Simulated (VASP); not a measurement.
# InSb: how numerical settings change the zone-centre modes, part 2 of 2

Aim: test the modes of InSb against the numerical settings. The starting structure is a measured crystal structure from the Crystallography Open Database.

VASP 6.6.1.

Results so far: reference T2 177.7 cm⁻¹; a 7×7×7 mesh T2 176.9 cm⁻¹; a cutoff of 240 eV T2 176.9 cm⁻¹.

## Step 5: Modes with a 16×16×16 mesh

Level of this step: LDA; plane waves and PAW (Sb, In_d) (VASP).

Against step 2 the input has a 16×16×16 mesh.

File INCAR:

```
SYSTEM = InSb
PREC = Accurate
ENCUT = 450
EDIFF = 1E-08
NELM = 100
ISMEAR = 1
SIGMA = 0.15
LREAL = .FALSE.
ALGO = Normal
GGA = CA
NBANDS = 15
LORBIT = 11
LWAVE = .FALSE.
LCHARG = .FALSE.
KPAR = 4
IBRION = 8
ISIF = 2
```

File POSCAR:

```
InSb
1.0
    0.0000000000      3.2275521464      3.2275521464
    3.2275521464      0.0000000000      3.2275521464
    3.2275521464      3.2275521464      0.0000000000
Sb In
1 1
Direct
    0.7500000000      0.7500000000      0.7500000000
    0.0000000000      0.0000000000      0.0000000000
```

File KPOINTS:

```
Automatic mesh
0
Gamma
16 16 16
0 0 0
```

PAW data sets: Sb and In_d (LDA family, release 64).

Started as:

```bash
$ mpirun -np 4 vasp_std
```

Log:

```text
[... set-up lines as in an earlier step ...]
 entering main loop
       N       E                     dE             d eps       ncg     rms          rms(c)
DAV:   1     0.108741615735E+03    0.10874E+03   -0.73625E+03  4350   0.107E+03
DAV:   2    -0.125010365859E+01   -0.10999E+03   -0.10674E+03  4777   0.275E+02
DAV:   3    -0.817291205864E+01   -0.69228E+01   -0.68959E+01  5561   0.753E+01
DAV:   4    -0.836750076577E+01   -0.19459E+00   -0.19455E+00  5529   0.147E+01
[...]
DAV:  12    -0.821737657105E+01    0.14110E-06   -0.63987E-07  6042   0.947E-03    0.524E-03
DAV:  13    -0.821737658141E+01   -0.10360E-07   -0.99254E-08  5288   0.314E-03    0.229E-03
DAV:  14    -0.821737657755E+01    0.38631E-08   -0.70081E-09  4408   0.966E-04
   1 F= -.82173766E+01 E0= -.82174355E+01  d E =0.176840E-03
 Linear response reoptimize wavefunctions to high precision
DAV:   1    -0.821737657770E+01   -0.15211E-09   -0.17346E-09  4494   0.304E-04
DAV:   2    -0.821737657773E+01   -0.28194E-10   -0.24216E-10  3029   0.171E-04
 Linear response DOF=           2
 Linear response progress:
[...]
RMM:  12    -0.278501880384E-01   -0.23117E-07   -0.99279E-12 36075   0.279E-05    0.176E-05
RMM:  13    -0.278501708547E-01    0.17184E-07    0.14315E-09 33099   0.123E-05    0.920E-07
RMM:  14    -0.278501737505E-01   -0.28958E-08    0.76108E-10 23057   0.651E-06    0.540E-06
 first order change of Fermi-energy   0.18447E-03
 force on displaced ion       1 direction 1 :  -6.902   0.000   0.000
 Linear response progress:
  Degree of freedom:   2/  2
       N       E                     dE             d eps       ncg     rms          rms(c)
RMM:   1    -0.236945973585E+00   -0.23695E+00   -0.11893E-01 25118   0.470E+00
RMM:   2    -0.239234562438E+00   -0.22886E-02   -0.11311E-02 31526   0.955E-01    0.706E-02
RMM:   3    -0.239196612486E+00    0.37950E-04   -0.13289E-03 34385   0.299E-01    0.349E-02
RMM:   4    -0.239047756204E+00    0.14886E-03   -0.12873E-04 34960   0.940E-02    0.175E-02
[...]
RMM:  13    -0.239021162115E+00   -0.80952E-07   -0.79734E-08 38460   0.383E-05    0.165E-05
RMM:  14    -0.239021124425E+00    0.37690E-07    0.71484E-08 38158   0.239E-05    0.181E-05
RMM:  15    -0.239021132563E+00   -0.81378E-08    0.27400E-08 31555   0.168E-05    0.150E-05
 first order change of Fermi-energy  -0.18623E-04
 force on displaced ion       2 direction 1 :  -6.930   0.000   0.000
 Linear response finished
```

Run time: 3.4 min. Hardware: 4 MPI ranks of AMD EPYC 9R45, shared host; peak memory 4.2 GiB; 13 min of CPU time.

From OUTCAR (step 5):

```text
  Total       -0.0006185     -0.0006185     -0.0006185      0.0000000     -0.0000000      0.0000000
  in kB       -0.0147355     -0.0147355     -0.0147355      0.0000000     -0.0000000      0.0000000
  external PRESSURE =      -0.0147355 kB  Pullay stress =       0.0000000 kB

 POSITION                                       TOTAL-FORCE (eV/Angst)
 -----------------------------------------------------------------------------------
      4.84133      4.84133      4.84133         0.000000      0.000000     -0.000000
      0.00000      0.00000      0.00000        -0.000000     -0.000000      0.000000
 -----------------------------------------------------------------------------------
    total drift:                                0.000000      0.000000      0.000000

[... 1 part as in an earlier step ...]

[... 1 further part left out ...]
```

With a 16×16×16 mesh the mode is T2 178.4 cm⁻¹, +0.7 cm⁻¹ from the reference.

## Step 6: Modes with finite displacements

Against step 2 the input has IBRION = 6, NFREE = 2 and POTIM = 0.015 (also changed: NSW).

INCAR: that of step 5 with these lines changed.

```diff
@@ -15,3 +15,6 @@
 KPAR = 4
-IBRION = 8
+IBRION = 6
+NFREE = 2
+POTIM = 0.015
+NSW = 1
 ISIF = 2
```

POSCAR is that of step 5.

File KPOINTS:

```
Automatic mesh
0
Gamma
12 12 12
0 0 0
```

Started as:

```bash
$ mpirun -np 4 vasp_std
```

Log:

```text
[... set-up lines as in an earlier step ...]
 entering main loop
       N       E                     dE             d eps       ncg     rms          rms(c)
[... 14 cycles as in an earlier step ...]
   1 F= -.82168652E+01 E0= -.82169169E+01  d E =0.154978E-03
[...]
2 F= -.82160946E+01 E0= -.82161486E+01  d E =0.161998E-03
[...]
3 F= -.82160946E+01 E0= -.82161486E+01  d E =0.161996E-03
[...]
4 F= -.82160892E+01 E0= -.82161432E+01  d E =0.161995E-03
[...]
5 F= -.82160892E+01 E0= -.82161432E+01  d E =0.161993E-03
 Finite differences progress:
  Degree of freedom:   2/  2
  Displacement:        2/  2
  Total:               4/  4
```

Elapsed: 63 s, on 4 MPI ranks; peak memory 1.8 GiB; 4.2 min of CPU time.

From OUTCAR (step 6):

```text
  Total       -0.0013615      0.0005791      0.0005791      0.0000000      0.1163970      0.0000000
  in kB       -0.0324394      0.0137976      0.0137976      0.0000000      2.7733359      0.0000000
  external PRESSURE =      -0.0016147 kB  Pullay stress =       0.0000000 kB

 POSITION                                       TOTAL-FORCE (eV/Angst)
 -----------------------------------------------------------------------------------
      4.84133      4.84133      4.84133        -0.103097      0.000000      0.000000
     -0.01500      0.00000      0.00000         0.103097     -0.000000     -0.000000
 -----------------------------------------------------------------------------------
    total drift:                                0.000471      0.000001      0.000001

  FREE ENERGIE OF THE ION-ELECTRON SYSTEM (eV)
  ---------------------------------------------------
  free  energy   TOTEN  =        -8.2160892003 eV

  energy  without entropy=       -8.2162511935  energy(sigma->0) =       -8.21614320

[... 2 parts as in an earlier step ...]

[... 1 further part left out ...]
[key lines of the parts left out:]
E-fermi :   5.0314
```

The last energy, forces and stress in OUTCAR belong to the last displaced cell, not to that of POSCAR.

With finite displacements the mode is T2 177.7 cm⁻¹, as with the reference.

## Step 7: All runs side by side

```
                 run     T2                method  core minutes
           reference  177.7   perturbation theory           6.0
        a 7×7×7 mesh  176.9   perturbation theory          1.73
  a cutoff of 240 eV  176.9   perturbation theory          2.67
     a 16×16×16 mesh  178.4   perturbation theory          13.5
finite displacements  177.7  finite displacements           4.2
```

Modes are in cm⁻¹, degenerate ones as one, matched between runs by symmetry and order. A number in brackets counts the listed modes of one symmetry from the lowest. The symmetry labels come from an automatic analysis and can be wrong where levels nearly coincide. Core minutes are wall time times ranks of the run shown, on a shared host.

## Step 8: Results

| Property | Result |
| --- | --- |
| T2, reference | 177.7 cm⁻¹ |
| T2, a 7×7×7 mesh | 176.9 cm⁻¹ |
| T2, a cutoff of 240 eV | 176.9 cm⁻¹ |
| T2, a 16×16×16 mesh | 178.4 cm⁻¹ |
| T2, finite displacements | 177.7 cm⁻¹ |

What this shows: The largest change comes with a 7×7×7 mesh: -0.8 cm⁻¹ in T2. On finer settings the modes change by up to +0.7 cm⁻¹ in T2 with a 16×16×16 mesh. Further runs on this material are not shown.

[Lines on the potential files, build, host, timing and source positions are cut from VASP's logs without a mark.]

[Logs are printed without paths, hosts, clocks, repeated set-up lines and the standing remarks that a program may print on its own settings, such as how far it seeks lower states.]

[Hosts, paths, dates, database ids (printed as entryN), source tags and the programs' standing remarks are cut or masked in the printed files.]
